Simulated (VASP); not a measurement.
An input for Quantum ESPRESSO's pw.x (written as the equivalent of a VASP run, and not itself run):

```
&CONTROL
  calculation = 'scf'
  pseudo_dir = './pseudo'
  outdir = './out'
  tprnfor = .true.
  tstress = .true.
/
&SYSTEM
  ibrav = 0
  nat = 3
  ntyp = 2
  ecutwfc = 88
  occupations = 'tetrahedra'
  input_dft = 'vdw-df-obk8'
/
&ELECTRONS
  conv_thr = 7.3e-09
  electron_maxstep = 100
/
ATOMIC_SPECIES
  Be 9.012 Be.upf
  C 12.011 C.upf
CELL_PARAMETERS angstrom
    -0.0000000    2.1664418    2.1664418
     2.1664418   -0.0000000    2.1664418
     2.1664418    2.1664418   -0.0000000
ATOMIC_POSITIONS crystal
  Be   0.2500000  0.2500000  0.2500000
  Be   0.7500000  0.7500000  0.7500000
  C    0.0000000  0.0000000  0.0000000
K_POINTS automatic
  10 10 10 0 0 0
```

Q: Write the VASP files for the same calculation (optB88-vdW).

A: One answer among several that fit: 
**POSCAR**
```
Be2C
1
   -0.0000000000     2.1664417575     2.1664417575
    2.1664417575    -0.0000000000     2.1664417575
    2.1664417575     2.1664417575    -0.0000000000
Be C
2 1
Direct
  0.2500000000   0.2500000000   0.2500000000
  0.7500000000   0.7500000000   0.7500000000
  0.0000000000   0.0000000000   0.0000000000
```

**INCAR**
```
! general
SYSTEM    =  Be2C
PREC      =  Accurate
ENCUT     =  520
LREAL     =  F
LASPH     =  T

! electronic loop
EDIFF     =  1E-7   ! SCF stop (eV)
NELM      =  100
ALGO      =  Normal

! smearing
ISMEAR    =  -5   ! tetrahedra, Bloechl

! functional
GGA       =  BO
LUSE_VDW  =  T
AGGAC     =  0.0
PARAM1    =  0.1833333333
PARAM2    =  0.22

! ions
ISIF      =  2   ! forces and stress, cell fixed

! output
LWAVE     =  F
LCHARG    =  T
LORBIT    =  11   ! lm-projected
NEDOS     =  601

! other
LEFG      =  T
```

File KPOINTS:
```
Automatic mesh
0
Gamma
10 10 10
0 0 0
```

POTCAR, in this order: Be C (PBE.64 set). Program: vasp_std.

What does not carry over: the potentials are each code's own (VASP's PAW set, PseudoDojo norm-conserving files in pw.x), so ENCUT and ecutwfc are chosen apart and not converted; conv_thr bounds pw.x's estimated SCF error, while EDIFF bounds the energy change between steps; the field gradients of LEFG aren't asked of the other code.

The compound is Be2C in the antifluorite structure. It was relaxed first.
